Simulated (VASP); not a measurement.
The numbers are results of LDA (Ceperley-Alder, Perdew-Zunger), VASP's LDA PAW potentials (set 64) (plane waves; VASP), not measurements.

Input for VASP

### KPOINTS
```
kpoints
0
gamma
6 6 2
```

### POSCAR
```
WS2
1
    1.5750000000    -2.7279800000     0.0000000000
    1.5750000000     2.7279800000     0.0000000000
    0.0000000000     0.0000000000    12.3200000000
W S
2 4
Direct
  0.3333330000   0.6666670000   0.2500000000
  0.6666670000   0.3333330000   0.7500000000
  0.3333330000   0.6666670000   0.8780000000
  0.6666670000   0.3333330000   0.3780000000
  0.6666670000   0.3333330000   0.1220000000
  0.3333330000   0.6666670000   0.6220000000
```

INCAR:
```
SYSTEM=WS2
PREC=Accurate; ENCUT=300; LREAL=F
LASPH=T
EDIFF=1E-6; NELM=100; ALGO=Normal
LMAXMIX=6
ISMEAR=-1; SIGMA=0.05
ISIF=2
LWAVE=F; LCHARG=F
```

POTCAR, in this order: W_sv S (LDA.64 set). Program: vasp_std.

Q: What will the output report for the number of irreducible k-points (NKPTS), largest plane-wave count, number of space-group operations, FFT grid (NGX, NGY, NGZ)?

A: 
```json
{
  "number of irreducible k-points (NKPTS)": "14",
  "largest_plane_wave_count": "1294",
  "number_of_space_group_operations": "24",
  "FFT grid (NGX, NGY, NGZ)": "18 × 18 × 70"
}
```

The structure is a typed WS2 crystal. The cell was not relaxed at this level.
